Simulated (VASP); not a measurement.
A VASP calculation is set up with these files.

### INCAR
```
LWAVE=.False.
LMAXMIX=4   ! l cut-off of mixed one-centre charges
LREAL=.False.   ! projection in real space or not
PREC=Accurate
ISIF=2   ! forces and stress, cell fixed
EDIFF=1E-6
SIGMA=0.136   ! width (eV)
SYSTEM=GaN
ALGO=Normal   ! blocked Davidson
LCHARG=.False.
GGA=PE
NELM=100   ! most electronic steps
ENCUT=400
LASPH=.True.   ! aspherical one-centre terms
ISMEAR=0   ! Gaussian
```

### KPOINTS
```
Automatic mesh
0
Gamma
5 5 2
0 0 0
```

POSCAR:
```
GaN
20.9514520
  0.1527303692   0.0000000000   0.0000000000
 -0.0763651608   0.1322683507   0.0000000000
  0.0000000000   0.0000000000   0.5000000000
Ga N
4 4
Cartesian
  0.0056544602   0.0003284223  -0.0008140000
  0.0016920228  -0.0031880641   0.2536650000
  0.0810776882   0.0444694131   0.3740540000
 -0.0008981148   0.0893958134   0.1267195000
 -0.0113766566  -0.0028267069   0.4088770000
  0.0038090959   0.0026226169   0.1501720000
  0.0750035246   0.0420294588   0.2802145000
 -0.0022316032   0.0917057478   0.0327420000
```

POTCAR, in this order: Ga_d N (PBE.64 set). Program: vasp_std.

Problem. Translate this PBE calculation to Quantum ESPRESSO's pw.x.

Solution. One equivalent input (not run):
```
&CONTROL
  calculation = 'scf'
  pseudo_dir = './pseudo'
  outdir = './out'
  tprnfor = .true.
  tstress = .true.
/
&SYSTEM
  ibrav = 0
  nat = 8
  ntyp = 2
  ecutwfc = 84
  occupations = 'smearing'
  smearing = 'gaussian'
  degauss = 0.009996
  input_dft = 'pbe'
/
&ELECTRONS
  conv_thr = 7.3e-08
  electron_maxstep = 100
/
ATOMIC_SPECIES
  Ga 69.723 Ga.upf
  N 14.007 N.upf
CELL_PARAMETERS angstrom
     3.1999230    0.0000000    0.0000000
    -1.5999610    2.7712140    0.0000000
     0.0000000    0.0000000   10.4757260
ATOMIC_POSITIONS crystal
  Ga   0.0382640  0.0024830 -0.0016280
  Ga  -0.0009730 -0.0241030  0.5073300
  Ga   0.6989580  0.3362060  0.7481080
  Ga   0.3320530  0.6758670  0.2534390
  N   -0.0851740 -0.0213710  0.8177540
  N    0.0348540  0.0198280  0.3003440
  N    0.6499640  0.3177590  0.5604290
  N    0.3320540  0.6933310  0.0654840
K_POINTS automatic
  5 5 2 0 0 0
```
What does not carry over: the potentials are each code's own (VASP's PAW set, PseudoDojo norm-conserving files in pw.x), so ENCUT and ecutwfc are chosen apart and not converted; conv_thr bounds pw.x's estimated SCF error, while EDIFF bounds the energy change between steps.

The structure was generated: GaN was put into an ordered model structure, which need not be its known phase. The cell was not relaxed at this level. The k-mesh is coarse (spacing up to 0.45 per Å, 2π included), so the numbers may not be converged in it.
